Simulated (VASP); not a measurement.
Data:

```xyz
2
Lattice="0.0000 2.9250 2.9250 2.9250 0.0000 2.9250 2.9250 2.9250 0.0000" Properties=species:S:1:pos:R:3 pbc="T T T"
Hg     0.0000     0.0000     0.0000
S      1.4625     1.4625     1.4625
```

Calculation: PBE GGA, VASP's PBE PAW potentials (set 64) (plane waves; VASP). Settings: 400 eV cut-off, 7×7×7 Γ-centred mesh, Gaussian smearing of 0.050 eV, potentials Hg S.

Unless said otherwise, spin-orbit coupling is left out, though it shifts the bands of the heavy elements here.

**Question.** What does the run give for the energy per atom (σ→0), pressure, band gap (on the k-mesh) with the smallest direct gap where there is one?

**Answer.** 
```
Quantity                                                     Value
------------------------  ----------------------------------------
band gap (on the k-mesh)  none (metal, semimetal or under 0.01 eV)
energy per atom (σ→0)                       -217.0 kJ/mol of atoms
pressure                                                  4.74 GPa
```

The absolute energy has meaning only against runs of the same code, potentials and settings.

The compound is HgS in the zinc blende structure, metacinnabar; cinnabar is the stable form. The cell was not relaxed at this level.
